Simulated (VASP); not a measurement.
Write the native input for VASP 6.6.1 that does the following.

- Task: single point
- Functional: HSE(alpha, omega)
- Potentials or basis: VASP PAW PBE potentials, release 64 (Al, Cl)
- Cutoff: 520 eV
- k mesh: 4 × 4 × 4
- Occupations: fermi-dirac, width 0.05 eV
- Spin: no spin polarisation
- Share of exact exchange: 0.05
- Grid for exact exchange (PRECFOCK): Fast
- Further INCAR settings: ALGO = Normal; EDIFF = 1e-06; NBANDS = 12

AlCl:

```
Al Cl
1.0
     0.00000    2.84863    2.84863
     2.84863    0.00000    2.84863
     2.84863    2.84863    0.00000
Al Cl
1 1
Cartesian
  2.8486 2.8486 2.8486
  0.0000 0.0000 0.0000
```

The cell was built by a generator and needn't be a form met in nature.

The input as run:

POSCAR

```
AlCl
1.0
    0.0000000000      2.8486347600      2.8486347600
    2.8486347600      0.0000000000      2.8486347600
    2.8486347600      2.8486347600      0.0000000000
Al Cl
1 1
Direct
    0.5000000000      0.5000000000      0.5000000000
    0.0000000000      0.0000000000      0.0000000000
```

INCAR.step1

```
SYSTEM = AlCl
ALGO = Normal ; EDIFF = 1E-5
ENCUT = 520 ; GGA = PE
ISIF = 2 ; ISMEAR = -1
LASPH = .True. ; LCHARG = .False.
LREAL = .False. ; LWAVE = .True.
NBANDS = 12 ; NELM = 100
PREC = Accurate ; SIGMA = 0.05
```

INCAR.step2

```
SYSTEM = AlCl
AEXX = 0.05 ; ALGO = Normal
EDIFF = 1E-6 ; ENCUT = 520
GGA = PE ; HFSCREEN = 0.2
ISIF = 2 ; ISMEAR = -1
ISTART = 1 ; LASPH = .True.
LCHARG = .False. ; LHFCALC = .True.
LREAL = .False. ; LWAVE = .False.
NBANDS = 12 ; NELM = 100
PREC = Accurate ; PRECFOCK = Fast
SIGMA = 0.05
```

KPOINTS

```
k-points
0
Gamma
  4 4 4
  0 0 0
```

Potentials or basis: VASP PAW PBE potentials, release 64 (Al, Cl).

Run with:

```sh
$ cat potpaw_PBE.64/Al/POTCAR potpaw_PBE.64/Cl/POTCAR > POTCAR
$ cp INCAR.step1 INCAR
$ mpirun -np 1 vasp_std > vasp.out
$ cp INCAR.step2 INCAR
$ mpirun -np 1 vasp_std > vasp.out
```

Results of the run:

| Item | Value |
| --- | --- |
| Pressure | 4.4 GPa |
| Band gap on the k mesh | 0.46 eV, direct |

Caveat: the k mesh is coarse (spacing up to 0.48 Å⁻¹), so the values aren't converged, least of all with exact exchange; the PAW data sets were made with another functional, which shifts forces and pressure a little.

It took 36 s on 1 thread of Intel(R) Xeon(R) Platinum 8559C (Emerald Rapids), on a shared host, peak memory 0.25 GiB.
